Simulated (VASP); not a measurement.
VASP input:

### POSCAR
```
Cu3Au
1.0
  3.5614976130   0.0000000000   0.0000000000
  0.0000000000   3.5614976130   0.0000000000
  0.0000000000   0.0000000000   3.5614976130
Cu Au
3 1
Cartesian
  0.0000000000   1.7807488065   1.7807488065
  1.7807488065   0.0000000000   1.7807488065
  1.7807488065   1.7807488065   0.0000000000
  0.0000000000   0.0000000000   0.0000000000
```

**KPOINTS**
```
Automatic mesh
0
Gamma
9 9 9
0 0 0
```

### INCAR
```
SYSTEM = Cu3Au
PREC = Accurate
ENCUT = 500
EDIFF = 1E-6
NELM = 100
ALGO = Normal
LREAL = .FALSE.
LASPH = .TRUE.
ISMEAR = 1
SIGMA = 0.1
GGA = PS
LMAXMIX = 6
LWAVE = .FALSE.
LCHARG = .FALSE.
IBRION = 2
ISIF = 3
NSW = 40
EDIFFG = -0.02
PSTRESS = 300
```

POTCAR, in this order: Cu Au (PBE.64 set). Program: vasp_std.

Task: Write an equivalent input for Ansatz.

Result: One equivalent input (not run):
Ansatz 0.2 input:
```yaml
crystal:
  lattice:
    - [3.5614976, 0.0000000, 0.0000000]
    - [0.0000000, 3.5614976, 0.0000000]
    - [0.0000000, 0.0000000, 3.5614976]
  atoms:
    - { symbol: Cu, position: [0.0000000, 0.5000000, 0.5000000] }
    - { symbol: Cu, position: [0.5000000, 0.0000000, 0.5000000] }
    - { symbol: Cu, position: [0.5000000, 0.5000000, 0.0000000] }
    - { symbol: Au, position: [0.0000000, 0.0000000, 0.0000000] }
kpoints:
  mp_grid: { grid: [9, 9, 9] }
hamiltonian:
  xc: pbesol
  pseudopotentials: { kind: paw }
scf:
  occupations: { method: methfessel_paxton, width: 0.1 }
  max_iter: 100
relax:
  max_steps: 40
  f_tol: 0.02
  cell: { p_target: 30 }
output: { forces: true, stress: true, eigenvalues: true }
```
The two are equivalent in intent, not identical: each code has its own PAW files, so the cut-off isn't converted (ENCUT is set for VASP's; basis.ecutwfc is left out, and Ansatz then takes the one that its files recommend); Ansatz stops its SCF on the density residual and VASP on the energy change (EDIFF).

The compound is Cu3Au in the L1_2 structure. It was relaxed first under an external pressure of 30 GPa.
